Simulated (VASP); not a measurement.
Given:

```xyz
1
Lattice="-1.7837 1.7837 1.7837 1.7837 -1.7837 1.7837 1.7837 1.7837 -1.7837" Properties=species:S:1:pos:R:3 pbc="T T T"
Zr     0.0000     0.0000     0.0000
```

All values below come from r2SCAN+rVV10 with spin-orbit coupling, VASP's PBE PAW potentials (set 64) (plane waves; VASP). Run with 400 eV cut-off, 13×13×13 Γ-centred mesh, Gaussian smearing of 0.050 eV, potentials Zr_sv.

Problem. Give the energies of bands 9 to 19 at the high-symmetry points, in eV from the Fermi level.

Solution. 
| band | Γ | H | N | P |
|---|---|---|---|---|
| 9 | -5.79 | -2.87 | -3.03 | -0.72 |
| 10 | -5.79 | -2.87 | -3.03 | -0.72 |
| 11 | 1.27 | -2.87 | -0.68 | -0.57 |
| 12 | 1.27 | -2.87 | -0.68 | -0.57 |
| 13 | 1.27 | 6.01 | 1.55 | -0.57 |
| 14 | 1.27 | 6.01 | 1.55 | -0.57 |
| 15 | 1.35 | 6.01 | 3.93 | 4.76 |
| 16 | 1.35 | 6.01 | 3.93 | 4.76 |
| 17 | 3.89 | 6.14 | 4.63 | 4.76 |
| 18 | 3.89 | 6.14 | 4.63 | 4.76 |
| 19 | 3.89 | 7.62 | 6.78 | 8.39 |

It has no gap at this level: it comes out as a metal or semimetal.

The structure comes from a measured Zr entry (Im-3m) of the Crystallography Open Database, whose conditions weren't checked. It was relaxed first.
